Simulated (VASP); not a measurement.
A run of VASP 6.6.1 is set up as follows.

Contents of INCAR:

```
SYSTEM = ZnCdPt3
PREC = Accurate
ENCUT = 600
EDIFF = 1E-6
ISMEAR = 1
SIGMA = 0.1
LREAL = .FALSE.
LASPH = .TRUE.
NELM = 100
ALGO = Normal
ISIF = 3
LWAVE = .FALSE.
LCHARG = .FALSE.
IBRION = 2
NSW = 40
EDIFFG = -0.02
```

Contents of KPOINTS:

```
Automatic mesh
0
G
  7 7 7
  0 0 0
```

Contents of POSCAR:

```
ZnCdPt3
1.0
    4.1456724800      0.0000000000      0.0000000000
    0.0000000000      4.1456724800      0.0000000000
    0.0000000000      0.0000000000      4.1456724800
Zn Cd Pt
1 1 3
Direct
    0.0000000000      0.0000000000      0.0000000000
    0.5000000000      0.5000000000      0.5000000000
    0.5000000000      0.0000000000      0.0000000000
    0.0000000000      0.5000000000      0.0000000000
    0.0000000000      0.0000000000      0.5000000000
```

Potentials or basis: VASP PAW LDA potentials, release 64 (Zn, Cd, Pt).

The run is started by

```console
$ cat potpaw_LDA.64/Zn/POTCAR potpaw_LDA.64/Cd/POTCAR potpaw_LDA.64/Pt/POTCAR > POTCAR
$ mpirun -np 1 vasp_std > vasp.out
```

What does it give for the space group after relaxing (to 0.05 Å)?

Pm-3m (No. 221).

Predict the relaxed cell.

a = 4.515 Å, b = 4.515 Å, c = 4.515 Å, α = 90.00°, β = 90.00°, γ = 90.00°.

Predict the relaxed volume.

18.41 Å³/atom.

Step by step:
| step | energy change (eV) | largest force (eV/Å) | pressure (GPa) | volume (Å³) |
| --- | --- | --- | --- | --- |
| 1 | 0.0000 | 0.0000 | 68.72 | 71.25 |
| 2 | 2.7927 | 0.0000 | -18.21 | 154.68 |
| 3 | -3.3261 | 0.0000 | -5.31 | 96.30 |
| 4 | -3.4198 | 0.0000 | -2.08 | 93.72 |
| 5 | -3.4319 | 0.0000 | -0.18 | 92.21 |
| 6 | -3.4315 | 0.0000 | 0.48 | 91.75 |
| 7 | -3.4315 | 0.0000 | 0.46 | 91.76 |
| 8 | -3.4315 | 0.0000 | 0.44 | 91.78 |
| 9 | -3.4315 | 0.0000 | 0.45 | 91.78 |
| 10 | -3.4315 | 0.0000 | 0.44 | 91.78 |
| 11 | -3.4315 | 0.0000 | 0.44 | 91.78 |
| 12 | -3.4315 | 0.0000 | 0.44 | 91.78 |
| 13 | -3.4315 | 0.0000 | 0.44 | 91.78 |
| 14 | -3.4316 | 0.0000 | 0.43 | 91.78 |
| 15 | -3.4316 | 0.0000 | 0.41 | 91.79 |
| 16 | -3.4316 | 0.0000 | 0.39 | 91.81 |
| 17 | -3.4317 | 0.0000 | 0.31 | 91.84 |
| 18 | -3.4318 | 0.0000 | 0.25 | 91.91 |
| 19 | -3.4319 | 0.0000 | 0.04 | 92.05 |

Caveat: the volume moved by over 15 % at a fixed basis, so the end points are rough. Spin-orbit coupling is left out, which matters for the levels of Pt.
